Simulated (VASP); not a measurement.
Ti, 3 atoms in the cell. Symmetry: P6/mmm, No. 191, hexagonal system. Conventional cell: a = 4.512 Å, b = 4.512 Å, c = 2.798 Å, α = 90.00°, β = 90.00°, γ = 120.00°. Ti (site symmetry 6/mmm) is surrounded by 14 Ti at 2.80 to 2.96 Å. Around Ti (site symmetry -6m2) lie 11 Ti at 2.60 to 2.96 Å. This isn't the form of Ti at room conditions, which is hcp.

| Property | Result |
| --- | --- |
| Program | VASP 6.6.1 |
| Task | single point |
| Functional | r2SCAN |
| Potentials or basis | VASP PAW PBE potentials, release 64 (Ti_sv) |
| Cutoff | 520 eV |
| k mesh | 12 × 12 × 14 |
| Occupations | gaussian, width 0.1 eV |
| Spin | no spin polarisation |
| Further INCAR settings | ALGO = Normal; EDIFF = 1e-06; NBANDS = 25 |

Potentials or basis: VASP PAW PBE potentials, release 64 (Ti_sv).

Run with:

```bash
$ cat potpaw_PBE.64/Ti_sv/POTCAR > POTCAR
$ mpirun -np 1 vasp_std > vasp.out
```

Hardware: 1 thread of AMD EPYC 9R14 (Zen 4), with other jobs on the host.

Problem. Estimate the wall time of this run.

Solution. Run time: 29 min on 1 thread of AMD EPYC 9R14 (Zen 4) (shared host), peak memory 0.4 GiB. Counts: scf iterations 20, k points 344.
